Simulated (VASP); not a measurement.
These are PBEsol GGA, VASP's PBE PAW potentials (set 64) (plane waves; VASP 6.6.1) values and carry that method's errors.

A VASP calculation is set up with these files.

**KPOINTS**
```
kpoints
0
G
 10 10 10
0 0 0
```

INCAR:
```
SYSTEM  =  LiCl
PREC  =  Accurate; ENCUT  =  620; LREAL  =  .False.
LASPH  =  .True.
EDIFF  =  1E-6; NELM  =  100; ALGO  =  Normal
ISMEAR  =  0; SIGMA  =  0.05
GGA  =  PS
IBRION  =  2; NSW  =  40; ISIF  =  3
EDIFFG  =  -0.02; PSTRESS  =  300
LWAVE  =  .False.; LCHARG  =  .False.
```

**POSCAR**
```
LiCl
1.0
  0.0000000000   2.2919754203   2.2919754203
  2.2919754203   0.0000000000   2.2919754203
  2.2919754203   2.2919754203   0.0000000000
Li Cl
1 1
Cart
  0.0000000000   0.0000000000   0.0000000000
  2.2919754203   2.2919754203   2.2919754203
```

POTCAR, in this order: Li_sv Cl (PBE.64 set). Program: vasp_std.

**Question.** What will the output report for the number of irreducible k-points (NKPTS), largest plane-wave count, number of space-group operations, FFT grid (NGX, NGY, NGZ)?

**Answer.** 
| Item | Value |
|---|---|
| number of irreducible k-points (NKPTS) | 47 |
| largest plane-wave count | 869 |
| number of space-group operations | 48 |
| FFT grid (NGX, NGY, NGZ) | 28 × 28 × 28 |

The compound is LiCl in the rock salt structure. This run relaxes it under an external pressure of 30 GPa. Symmetry was kept, so distortions that lower it aren't found.
